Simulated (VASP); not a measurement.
Given:

```
CaO
1.0
    0.00000     2.35980     2.35980
    2.35980     0.00000     2.35980
    2.35980     2.35980     0.00000
Ca O
1 1
Direct
  0.00000   0.00000   0.00000
  0.50000   0.50000   0.50000
```

Method: LDA (Ceperley-Alder, Perdew-Zunger), VASP's LDA PAW potentials (set 64) (plane waves; VASP 6.6.1). Run with 520 eV cut-off, Gaussian smearing of 0.050 eV, potentials Ca_sv O.

Question: Give the energies of bands 6 to 11 at the high-symmetry points, in eV from the valence-band maximum.

Answer: 
```tsv
band	Γ	X	U	L	W
6	0.00	-1.28	-1.42	-2.84	-1.41
7	0.00	-0.36	-1.21	-1.35	-1.07
8	0.00	-0.36	-0.84	-1.35	-1.07
9	5.02	3.42	5.07	7.21	6.35
10	6.23	8.43	8.19	8.60	6.35
11	6.23	9.19	8.96	8.60	8.76
```

The gap is indirect, 3.43 eV, from the valence maximum at Γ to the conduction minimum at X.

The structure comes from a computed database's CaO entry (Fm-3m); how it stands against other phases isn't given here. It was relaxed first, which changed the volume by -5 %.
